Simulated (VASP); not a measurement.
Computed with SCAN meta-GGA, VASP's PBE PAW potentials (set 64) (plane waves; VASP).

VASP ran on this input.

**INCAR**
```
SYSTEM = NaF
PREC = Accurate
ENCUT = 520
EDIFF = 1E-6
NELM = 100
ALGO = Normal
LREAL = .FALSE.
LASPH = .TRUE.
ISMEAR = 0
SIGMA = 0.05
METAGGA = SCAN
LMIXTAU = .TRUE.
LWAVE = .FALSE.
LCHARG = .FALSE.
IBRION = 2
ISIF = 3
NSW = 60
EDIFFG = -0.01
```

File KPOINTS:
```
kpoints
0
Gamma
9 9 9
0 0 0
```

POSCAR:
```
NaF
1
    0.0000000000     2.3150000000     2.3150000000
    2.3150000000     0.0000000000     2.3150000000
    2.3150000000     2.3150000000     0.0000000000
Na F
1 1
Direct
  0.0000000000   0.0000000000   0.0000000000
  0.5000000000   0.5000000000   0.5000000000
```

POTCAR, in this order: Na_pv F (PBE.64 set). Program: vasp_std.

What VASP printed:

### OSZICAR
```
       N       E                     dE             d eps       ncg     rms          rms(c)
DAV:   1     0.104355833911E+03    0.10436E+03   -0.84503E+03   778   0.155E+03
DAV:   2    -0.107894547781E+02   -0.11515E+03   -0.10684E+03   815   0.373E+02
DAV:   3    -0.170010279932E+02   -0.62116E+01   -0.61870E+01   893   0.906E+01
DAV:   4    -0.170648093376E+02   -0.63781E-01   -0.63766E-01   839   0.949E+00
DAV:   5    -0.170655042663E+02   -0.69493E-03   -0.69491E-03   881   0.105E+00    0.491E+00
DAV:   6    -0.140948137194E+02    0.29707E+01   -0.15269E+00  1043   0.169E+01    0.158E+00
DAV:   7    -0.136854703503E+02    0.40934E+00   -0.10389E+00   770   0.139E+01    0.176E+00
DAV:   8    -0.141622492559E+02   -0.47678E+00   -0.39905E-01   770   0.102E+01    0.599E-01
DAV:   9    -0.133499030841E+02    0.81235E+00   -0.13171E-01   776   0.452E+00    0.806E-01
DAV:  10    -0.136599116528E+02   -0.31001E+00   -0.23489E-01   770   0.555E+00    0.263E-01
DAV:  11    -0.136374332312E+02    0.22478E-01   -0.45329E-03   893   0.812E-01    0.256E-01
DAV:  12    -0.136155928242E+02    0.21840E-01   -0.93577E-03   770   0.170E+00    0.889E-02
DAV:  13    -0.136285870173E+02   -0.12994E-01   -0.30094E-03   770   0.836E-01    0.238E-02
DAV:  14    -0.136314750549E+02   -0.28880E-02   -0.11651E-03   770   0.525E-01    0.139E-02
DAV:  15    -0.136314743295E+02    0.72535E-06   -0.21616E-05   914   0.551E-02    0.142E-02
DAV:  16    -0.136315125329E+02   -0.38203E-04   -0.42789E-06   773   0.355E-02    0.798E-03
DAV:  17    -0.136315419201E+02   -0.29387E-04   -0.31221E-05   770   0.979E-02    0.418E-03
DAV:  18    -0.136315428420E+02   -0.92196E-06   -0.39841E-07   725   0.813E-03
   1 F= -.13631543E+02 E0= -.13631543E+02  d E =-.136315E+02
       N       E                     dE             d eps       ncg     rms          rms(c)
DAV:   1    -0.137155964146E+02   -0.84054E-01   -0.15616E+00   902   0.214E+01    0.215E+00
DAV:   2    -0.136415031998E+02    0.74093E-01   -0.24736E-01   770   0.548E+00    0.615E-01
DAV:   3    -0.136383893848E+02    0.31138E-02   -0.13214E-02   773   0.229E+00    0.296E-01
DAV:   4    -0.136307307057E+02    0.76587E-02   -0.91855E-03   770   0.208E+00    0.403E-02
DAV:   5    -0.136377804753E+02   -0.70498E-02   -0.76292E-03   770   0.129E+00    0.256E-02
DAV:   6    -0.136399414659E+02   -0.21610E-02   -0.57565E-04   770   0.356E-01    0.626E-03
DAV:   7    -0.136402415057E+02   -0.30004E-03   -0.14357E-04   770   0.177E-01    0.351E-03
DAV:   8    -0.136402510654E+02   -0.95597E-05   -0.54039E-06   836   0.368E-02    0.270E-03
DAV:   9    -0.136402676247E+02   -0.16559E-04   -0.37331E-06   770   0.331E-02    0.142E-03
DAV:  10    -0.136402684475E+02   -0.82273E-06   -0.15515E-06   770   0.222E-02
   2 F= -.13640268E+02 E0= -.13640268E+02  d E =-.872561E-02
       N       E                     dE             d eps       ncg     rms          rms(c)
DAV:   1    -0.143738413837E+02   -0.73357E+00   -0.14137E+01   896   0.632E+01    0.654E+00
DAV:   2    -0.136813731339E+02    0.69247E+00   -0.21466E+00   776   0.164E+01    0.192E+00
DAV:   3    -0.136360217383E+02    0.45351E-01   -0.10205E-01   824   0.626E+00    0.926E-01
DAV:   4    -0.136118671552E+02    0.24155E-01   -0.27724E-02   770   0.468E+00    0.130E-01
DAV:   5    -0.136226852615E+02   -0.10818E-01   -0.15284E-02   770   0.182E+00    0.312E-02
DAV:   6    -0.136339317353E+02   -0.11246E-01   -0.59699E-03   770   0.127E+00    0.196E-02
DAV:   7    -0.136339583611E+02   -0.26626E-04   -0.16445E-04   830   0.192E-01    0.109E-02
DAV:   8    -0.136340304878E+02   -0.72127E-04   -0.95989E-05   770   0.192E-01    0.463E-03
DAV:   9    -0.136340103924E+02    0.20095E-04   -0.85028E-05   770   0.165E-01    0.285E-03
DAV:  10    -0.136340215802E+02   -0.11188E-04   -0.14025E-05   770   0.644E-02    0.180E-03
DAV:  11    -0.136340189878E+02    0.25924E-05   -0.35938E-07   836   0.852E-03    0.802E-04
DAV:  12    -0.136340183858E+02    0.60203E-06   -0.27166E-07   770   0.785E-03
   3 F= -.13634018E+02 E0= -.13634018E+02  d E =-.247554E-02
       N       E                     dE             d eps       ncg     rms          rms(c)
DAV:   1    -0.138919486934E+02   -0.25793E+00   -0.55520E+00   899   0.421E+01    0.394E+00
DAV:   2    -0.136572446684E+02    0.23470E+00   -0.84101E-01   770   0.988E+00    0.112E+00
DAV:   3    -0.136425159123E+02    0.14729E-01   -0.33267E-02   773   0.419E+00    0.540E-01
DAV:   4    -0.136307271328E+02    0.11789E-01   -0.18083E-02   770   0.338E+00    0.757E-02
DAV:   5    -0.136403019216E+02   -0.95748E-02   -0.13227E-02   770   0.169E+00    0.177E-02
DAV:   6    -0.136437962274E+02   -0.34943E-02   -0.11152E-03   770   0.540E-01    0.151E-02
DAV:   7    -0.136438801526E+02   -0.83925E-04   -0.21607E-04   800   0.242E-01    0.480E-03
DAV:   8    -0.136438606131E+02    0.19540E-04   -0.95648E-06   836   0.525E-02    0.388E-03
DAV:   9    -0.136438802888E+02   -0.19676E-04   -0.35323E-05   770   0.983E-02    0.325E-03
DAV:  10    -0.136438763147E+02    0.39741E-05   -0.41265E-06   770   0.358E-02    0.117E-03
DAV:  11    -0.136438775464E+02   -0.12317E-05   -0.10288E-06   770   0.171E-02    0.687E-04
DAV:  12    -0.136438759501E+02    0.15963E-05   -0.55663E-08   427   0.426E-03    0.393E-04
DAV:  13    -0.136438758105E+02    0.13959E-06   -0.38233E-08   394   0.251E-03
   4 F= -.13643876E+02 E0= -.13643876E+02  d E =-.123330E-01
```

OUTCAR:
```
------------------------ aborting loop because EDIFF is reached ----------------------------------------
  FORCE on cell =-STRESS in cart. coord.  units (eV):
  Direction    XX          YY          ZZ          XY          YZ          ZX
  --------------------------------------------------------------------------------------
  Total        0.0076204      0.0076204      0.0076204     -0.0000000      0.0000000     -0.0000000
  in kB        0.5192607      0.5192607      0.5192607     -0.0000000      0.0000000     -0.0000000
  external PRESSURE =       0.5192607 kB  Pullay stress =       0.0000000 kB
  volume of cell :       23.51
      direct lattice vectors                 reciprocal lattice vectors
    -0.000000000  2.273825649  2.273825649    -0.219893729  0.219893729  0.219893729
     2.273825649  0.000000000  2.273825649     0.219893729 -0.219893729  0.219893729
     2.273825649  2.273825649 -0.000000000     0.219893729  0.219893729 -0.219893729
  FREE ENERGIE OF THE ION-ELECTRON SYSTEM (eV)
  ---------------------------------------------------
  free  energy   TOTEN  =       -13.6438758105 eV

  energy  without entropy=      -13.6438758105  energy(sigma->0) =      -13.64387581

 reached required accuracy - stopping structural energy minimisation
```
(Selected blocks of OUTCAR.)

### CONTCAR
```
NaF
   1.00000000000000
    -0.0000000000000000    2.2738256489530255    2.2738256489530260
     2.2738256489530260    0.0000000000000000    2.2738256489530260
     2.2738256489530260    2.2738256489530255   -0.0000000000000000
  Na              F
     1     1
Direct
     0.0000000000000000    0.0000000000000000    0.0000000000000000
     0.5000000000000000    0.5000000000000000    0.5000000000000000
```

Energy and stress use the plane-wave basis of the starting cell.

The compound is NaF in the rock salt structure. This run relaxes it. Symmetry was kept, so distortions that lower it aren't found.
